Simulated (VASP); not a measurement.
A convergence study with VASP on GaP (zinc blende): one setting is varied, all else stays as given below, so the limit is that of these other settings. Each run relaxes cell and ions from the cell shown.

```xyz
2
Lattice="0.0000 2.7250 2.7250 2.7250 0.0000 2.7250 2.7250 2.7250 0.0000" Properties=species:S:1:pos:R:3 pbc="T T T"
Ga     0.0000     0.0000     0.0000
P      1.3625     1.3625     1.3625
```

All values below come from LDA (Ceperley-Alder, Perdew-Zunger), VASP's LDA PAW potentials (set 64) (plane waves; VASP). The tightest run used: 550 eV cut-off, 12×12×12 Γ-centred mesh, Gaussian smearing of 0.050 eV, potentials Ga_d P.

Gaps are read on the run's mesh, which can miss a band edge.

```csv
setting,relaxed volume (Å³/atom),E (eV/atom),gap on the mesh (eV),irreducible k-points
2×2×2 mesh,21.189,-4.0680,1.142,3
3×3×3 mesh,19.969,-4.9554,1.499,4
4×4×4 mesh,19.715,-5.1484,1.403,8
5×5×5 mesh,19.637,-5.2012,1.390,10
```

Q: These are the cheaper rows. Estimate the results at 12×12×12 mesh, and how far the last row shown lies from them.

A: 
```
quantity                  tightest run  last row shown is off by
------------------------  ------------  ------------------------
relaxed volume (Å³/atom)        19.610                     0.026
E (eV/atom)                    -5.2269                    0.0256
gap on the mesh (eV)             1.389                     0.000
```

Left out are rungs that failed or repeat a setting and relaxations that didn't move; long series are thinned to 24 rows.

The compound is GaP in the zinc blende structure.
